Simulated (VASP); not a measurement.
# Nb: surface energy and work function by face, part 2 of 2

Aim: compare the low-index faces of Nb at one level of theory.

VASP 6.6.1; PBE; plane waves and PAW (Nb_pv).

So far. Step 6 (Relaxing the slab, 9 atoms, face Nb(100)): The run ended after 17 ionic steps, 0.261 eV below its first step, once the forces on the free atoms met EDIFFG = -0.03. Step 7 (Potential and states of the slab, 9 atoms, face Nb(100)): The vacuum level lies 3.57 eV above the Fermi level at the upper face; both faces agree, as the slab has next to no dipole.

## Step 8: Surface relaxation, 11 atoms, face Nb(111)

System of this step: Nb(111). The cell holds 11 atoms: 11 Nb. Its edges and angles: a = 4.696 Å, b = 4.696 Å, c = 24.586 Å, α = 90.0°, β = 90.0°, γ = 60.0°. It derives from Nb. 11 layers of bcc Nb, cut at this functional's lattice. Vacuum lies along c.

Contents of INCAR:

```
SYSTEM = Nb
PREC = Normal
ENCUT = 320
EDIFF = 1E-05
NELM = 120
ISMEAR = 1
SIGMA = 0.15
LREAL = .FALSE.
ALGO = Fast
GGA = PE
NBANDS = 75
LASPH = .TRUE.
LORBIT = 11
LWAVE = .FALSE.
LCHARG = .FALSE.
KPAR = 4
IBRION = 2
NSW = 40
ISIF = 2
EDIFFG = -0.03
POTIM = 0.4
MAXMIX = 40
```

Contents of POSCAR:

```
Nb
1.0
    4.6963212926      0.0000000000      0.0000000000
    2.3481606463      4.0671335437      0.0000000000
    0.0000000000      0.0000000000     24.5863256958
Nb
11
Direct
    0.6666666700      0.6666666700      0.3050476100
    0.0000000000      0.0000000000      0.3440380900
    0.3333333300      0.3333333300      0.3830285700
    0.6666666700      0.6666666700      0.4220190500
    0.0000000000      0.0000000000      0.4610095200
    0.3333333300      0.3333333300      0.5000000000
    0.6666666700      0.6666666700      0.5389904800
    0.0000000000      0.0000000000      0.5779809500
    0.3333333300      0.3333333300      0.6169714300
    0.6666666700      0.6666666700      0.6559619100
    0.0000000000      0.0000000000      0.6949523900
```

Contents of KPOINTS:

```
Automatic mesh
0
Gamma
9 9 1
0 0 0
```

The projector-augmented-wave data sets are Nb_pv (PBE family, release 64).

Run with:

```console
$ mpirun -np 4 vasp_std
```

Wall time 16 min (4 MPI ranks of Intel Xeon Platinum 8488C (Sapphire Rapids), shared host); peak memory 1.4 GiB; 62 min of CPU time.

The run keeps the 12 symmetry operations of its start, so it cannot find a distortion of lower symmetry.

Relaxation path:

| step | energy less that of the first step (eV) | largest force (eV/Å) |
| --- | --- | --- |
| 1 | 0.0000 | 1.7251 |
| 2 | -0.3060 | 1.3003 |
| 3 | -0.5595 | 0.5489 |
| 4 | -0.5920 | 0.3621 |
| 5 | -0.6284 | 0.2678 |
| 6 | -0.6297 | 0.2805 |
| 7 | -0.6472 | 0.1384 |
| 8 | -0.6510 | 0.0977 |
| 9 | -0.6511 | 0.0916 |
| 10 | -0.6533 | 0.0685 |
| 11 | -0.6542 | 0.0621 |
| 12 | -0.6546 | 0.0623 |
| 13 | -0.6546 | 0.0650 |
| 14 | -0.6547 | 0.0578 |
| 15 | -0.6558 | 0.0238 |

The atoms that moved most (Å):

```csv
atom,dx,dy,dz,length
Nb1,0.000,0.000,0.315,0.315
Nb11,0.000,0.000,-0.315,0.315
Nb9,0.000,0.000,0.085,0.085
Nb3,0.000,0.000,-0.085,0.085
Nb4,0.000,0.000,0.061,0.061
Nb8,0.000,0.000,-0.061,0.061
Nb2,0.000,0.000,0.048,0.048
Nb10,0.000,0.000,-0.048,0.048
```

The relaxed structure:

```
Nb
1.0
     4.69632    0.00000    0.00000
     2.34816    4.06713    0.00000
     0.00000    0.00000   24.58633
Nb
11
Direct
  0.66667 0.66667 0.31788
  0.00000 0.00000 0.34598
  0.33333 0.33333 0.37956
  0.66667 0.66667 0.42448
  0.00000 0.00000 0.46025
  0.33333 0.33333 0.50000
  0.66667 0.66667 0.53975
  0.00000 0.00000 0.57552
  0.33333 0.33333 0.62044
  0.66667 0.66667 0.65402
  0.00000 0.00000 0.68212
```

The run ended after 15 ionic steps, 0.656 eV below its first step, once the forces on the free atoms met EDIFFG = -0.03.

## Step 9: Potential and states of the slab, 11 atoms, face Nb(111)

Contents of INCAR:

```
SYSTEM = Nb
PREC = Normal
ENCUT = 320
EDIFF = 1E-06
NELM = 120
ISMEAR = 1
SIGMA = 0.15
LREAL = .FALSE.
ALGO = Fast
GGA = PE
NBANDS = 75
LASPH = .TRUE.
LORBIT = 11
LWAVE = .FALSE.
LCHARG = .TRUE.
KPAR = 4
IDIPOL = 3
LDIPOL = .TRUE.
DIPOL = 0.5 0.5 0.5
LVHAR = .TRUE.
LVACPOTAV = .TRUE.
NEDOS = 1500
```

Contents of POSCAR:

```
Nb
1.0
    4.6963212926      0.0000000000      0.0000000000
    2.3481606463      4.0671335437      0.0000000000
    0.0000000000      0.0000000000     24.5863256958
Nb
11
Direct
    0.6666666700      0.6666666700      0.3178780598
    0.0000000000      0.0000000000      0.3459804375
    0.3333333300      0.3333333300      0.3795635146
    0.6666666700      0.6666666700      0.4244842416
    0.0000000000      0.0000000000      0.4602540672
    0.3333333300      0.3333333300      0.5000000000
    0.6666666700      0.6666666700      0.5397459328
    0.0000000000      0.0000000000      0.5755157584
    0.3333333300      0.3333333300      0.6204364854
    0.6666666700      0.6666666700      0.6540195625
    0.0000000000      0.0000000000      0.6821219402
```

KPOINTS is that of step 8.

Run with:

```console
$ mpirun -np 4 vasp_std
```

It took 2.9 min on 4 MPI ranks; peak memory 1.3 GiB; 12 min of CPU time.

The map of layer states is cut here 0.5 eV above the Fermi level, so it leaves out the states above that.

The vacuum level lies 3.80 eV above the Fermi level at the upper face; both faces agree, as the slab has next to no dipole.

The program found no field-free point at its default tolerance, but its printed level agrees with the flat part of the planar average.

On this mesh the fine structure of the density of states is sampling noise, and high empty states may be cut by the number of bands.

## Step 10: The faces side by side

This step: surfaces of a metal, PBE; plane waves and PAW (VASP 6.6.1).

This step runs nothing: it gathers the runs above.

Symmetric slabs, all atoms free. All faces:

```
   face  layers  area a surface atom (Å²)  work function (eV)  surface energy as cut (J/m²)  surface energy relaxed (J/m²)  change of the top spacing (%)
Nb(110)       7                     7.798               4.519                         2.103                          2.068                          -3.69
Nb(100)       9                     11.03               3.572                          2.47                           2.28                         -11.64
Nb(111)      11                      19.1                 3.8                         2.643                          2.368                         -27.93
```

Each surface energy is the slab's energy less its number of atoms times the bulk energy of -10.0884 eV, over twice the cell's area.

## Step 11: Results

| Quantity | Value |
| --- | --- |
| Nb(110) | 2.07 J/m², 4.52 eV |
| Nb(100) | 2.28 J/m², 3.57 eV |
| Nb(111) | 2.37 J/m², 3.80 eV |

The cheapest face is Nb(110) at 2.07 J/m², against 2.28 for Nb(100) and 2.37 for Nb(111). The work functions are 4.52 eV for Nb(110), 3.80 eV for Nb(111) and 3.57 eV for Nb(100). The densest face has the highest work function, as the smoothing of the electron density over an open face lowers the surface dipole. Among the others the order doesn't follow the density. The densest face is also the cheapest, since it cuts the fewest bonds an area. The top spacing changes by -3.7 % on Nb(110), -11.6 % on Nb(100) and -27.9 % on Nb(111), the most on the most open face. One thickness was run for each face, and bulk and slab meshes don't match, which leaves some hundredths of a J/m². The cells are 1 × 1 and can't reconstruct.

[Lines on the potential files, build, host, timing and source positions are cut from VASP's logs without a mark.]

[Logs are printed without paths, hosts, clocks, repeated set-up lines and the standing remarks that a program may print on its own settings, such as how far it seeks lower states.]

[Hosts, paths, dates, database ids (printed as entryN), source tags and the programs' standing remarks are cut or masked in the printed files.]

[Runs that stopped without an error message from VASP are left out.]
